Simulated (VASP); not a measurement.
Given:

```yaml
crystal:
  lattice:
    - [3.27767, 0.00000, 0.00000]
    - [0.00000, 3.27767, 0.00000]
    - [0.00000, 0.00000, 3.27767]
  atoms:
    - { symbol: In, position: [0.50000, 0.50000, 0.50000] }
    - { symbol: Pd, position: [0.00000, 0.00000, 0.00000] }
```

Calculation: optB86b-vdW, VASP's PBE PAW potentials (set 64) (plane waves; VASP). Settings: 520 eV cut-off, Gaussian smearing of 0.050 eV, potentials In_d Pd.

Q: Give the energies of bands 6 to 14 at the high-symmetry points, in eV from the Fermi level.

A: 
```
band       Γ      X      M      R
----  ------  -----  -----  -----
6     -10.06  -6.60  -6.17  -4.86
7      -3.82  -5.99  -3.50  -4.86
8      -3.82  -3.80  -2.70  -4.86
9      -2.29  -3.27  -2.70  -1.69
10     -2.29  -3.27  -2.30  -1.69
11     -2.29  -2.37  -2.30  -0.25
12      4.16  -1.15  -1.73   3.80
13      4.16   9.44   1.35   3.80
14      4.16   9.44   2.40   3.80
```

It has no gap at this level: it comes out as a metal or semimetal.

The compound is PdIn in the CsCl type structure. It was relaxed first. The electron count is odd and the run is not spin-polarised, which forces a metal.
